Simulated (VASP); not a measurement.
Given:

```
BN
1.0
    0.00000     1.80750     1.80750
    1.80750     0.00000     1.80750
    1.80750     1.80750     0.00000
B N
1 1
Direct
  0.00000   0.00000   0.00000
  0.25000   0.25000   0.25000
```

The numbers are results of PBE GGA, VASP's PBE PAW potentials (set 64) (plane waves; VASP 6.6.1), not measurements. Numerical set-up: 520 eV cut-off, 11×11×11 Γ-centred mesh, Gaussian smearing of 0.050 eV, potentials B N.

Estimate the energy per atom (σ→0), pressure.

- energy per atom (σ→0): -8.725 eV/atom
- pressure: 3.30 GPa

The absolute energy has meaning only against runs of the same code, potentials and settings.

The compound is BN in the zinc blende structure. The cell was not relaxed at this level.
